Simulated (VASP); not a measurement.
Input:

```
PbZrO3
1.0
    4.16149     0.00000     0.00000
    0.00000     4.16149     0.00000
    0.00000     0.00000     4.16149
Zr Pb O
1 1 3
Direct
  0.00000   0.00000   0.00000
  0.50000   0.50000   0.50000
  0.50000   0.00000   0.00000
  0.00000   0.50000   0.00000
  0.00000   0.00000   0.50000
```

All values below come from r2SCAN meta-GGA, VASP's PBE PAW potentials (set 64) (plane waves; VASP). Numerical set-up: 520 eV cut-off, 6×6×6 Γ-centred mesh, tetrahedra with Blöchl corrections, potentials Zr_sv Pb_d O.

Unless said otherwise, spin-orbit coupling is left out, though it shifts the bands of the heavy elements here.

Problem. Give the energies of bands 13 to 25 at the high-symmetry points, in eV from the valence-band maximum.

Solution. 
```csv
band,Γ,X,M,R
13,-6.23,-7.02,-7.33,-5.95
14,-2.51,-3.92,-3.99,-4.49
15,-2.51,-2.47,-3.71,-4.49
16,-2.51,-2.47,-2.34,-4.49
17,-1.03,-1.57,-2.34,-3.98
18,-1.03,-1.57,-2.04,-3.98
19,-1.03,-1.26,-2.04,-3.54
20,-0.46,-0.49,-1.59,-0.02
21,-0.46,-0.49,-0.84,-0.02
22,-0.46,-0.04,0.00,-0.02
23,4.23,2.84,4.82,6.13
24,4.23,4.27,4.88,6.13
25,4.23,5.56,4.88,6.13
```

The gap is indirect, 2.84 eV, from the valence maximum at M to the conduction minimum at X.

The structure comes from a computed database's ZrPbO3 entry (Pm-3m); how it stands against other phases isn't given here. It was relaxed first.
